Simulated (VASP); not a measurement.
All values below come from LDA (Ceperley-Alder, Perdew-Zunger), VASP's LDA PAW potentials (set 64) (plane waves; VASP 6.6.1).

Input for VASP

KPOINTS:
```
Automatic mesh
0
Gamma
 10 10 10
0 0 0
```

POSCAR:
```
K
1
   -2.5458076810     2.5458076810     2.5458076810
    2.5458076810    -2.5458076810     2.5458076810
    2.5458076810     2.5458076810    -2.5458076810
K
1
Direct
  0.0000000000   0.0000000000   0.0000000000
```

**INCAR**
```
ALGO = Normal
EDIFF = 1E-7
ENCUT = 520
ISIF = 2
ISMEAR = 1
LASPH = .TRUE.
LCHARG = .FALSE.
LREAL = .FALSE.
LWAVE = .FALSE.
NELM = 100
PREC = Accurate
SIGMA = 0.1
SYSTEM = K
```

POTCAR, in this order: K_sv (LDA.64 set). Program: vasp_std.

The run wrote:

OSZICAR:
```
       N       E                     dE             d eps       ncg     rms          rms(c)
DAV:   1     0.491203027008E+02    0.49120E+02   -0.36955E+03   752   0.873E+02
DAV:   2     0.442008032554E+00   -0.48678E+02   -0.48419E+02   752   0.239E+02
DAV:   3    -0.112150918061E+01   -0.15635E+01   -0.15490E+01  1192   0.359E+01
DAV:   4    -0.116200279295E+01   -0.40494E-01   -0.40361E-01  1104   0.478E+00
DAV:   5    -0.116233361672E+01   -0.33082E-03   -0.33079E-03  1368   0.317E-01    0.242E+00
DAV:   6    -0.116103192361E+01    0.13017E-02   -0.19429E-03  1216   0.356E-01    0.152E+00
DAV:   7    -0.116061685253E+01    0.41507E-03   -0.34196E-03  1128   0.421E-01    0.635E-02
DAV:   8    -0.116062270622E+01   -0.58537E-05   -0.24808E-04  1200   0.202E-01    0.206E-02
DAV:   9    -0.116063033206E+01   -0.76258E-05   -0.98911E-06  1168   0.335E-02    0.997E-03
DAV:  10    -0.116062996291E+01    0.36915E-06   -0.37688E-06  1200   0.194E-02    0.187E-03
DAV:  11    -0.116063000833E+01   -0.45415E-07   -0.51664E-08   992   0.261E-03
   1 F= -.11606300E+01 E0= -.11602992E+01  d E =-.992546E-03
```

### OUTCAR
```
------------------------ aborting loop because EDIFF is reached ----------------------------------------
  FORCE on cell =-STRESS in cart. coord.  units (eV):
  Direction    XX          YY          ZZ          XY          YZ          ZX
  --------------------------------------------------------------------------------------
  Total       -0.0541640     -0.0541640     -0.0541640      0.0000000      0.0000000     -0.0000000
  in kB       -1.3148742     -1.3148742     -1.3148742      0.0000000      0.0000000     -0.0000000
  external PRESSURE =      -1.3148742 kB  Pullay stress =       0.0000000 kB
  volume of cell :       66.00
      direct lattice vectors                 reciprocal lattice vectors
    -2.545807681  2.545807681  2.545807681     0.000000000  0.196401324  0.196401324
     2.545807681 -2.545807681  2.545807681     0.196401324  0.000000000  0.196401324
     2.545807681  2.545807681 -2.545807681     0.196401324  0.196401324  0.000000000
 POSITION                                       TOTAL-FORCE (eV/Angst)
 -----------------------------------------------------------------------------------
      0.00000      0.00000      0.00000         0.000000     -0.000000      0.000000
 -----------------------------------------------------------------------------------
    total drift:                               -0.000000     -0.000000      0.000000
  FREE ENERGIE OF THE ION-ELECTRON SYSTEM (eV)
  ---------------------------------------------------
  free  energy   TOTEN  =        -1.1606300083 eV

  energy  without entropy=       -1.1596374625  energy(sigma->0) =       -1.16029916
```
(Selected blocks of OUTCAR.)

The compound is K in the bcc structure. This cell is one point of a volume scan, at 1.03 of the reference volume.
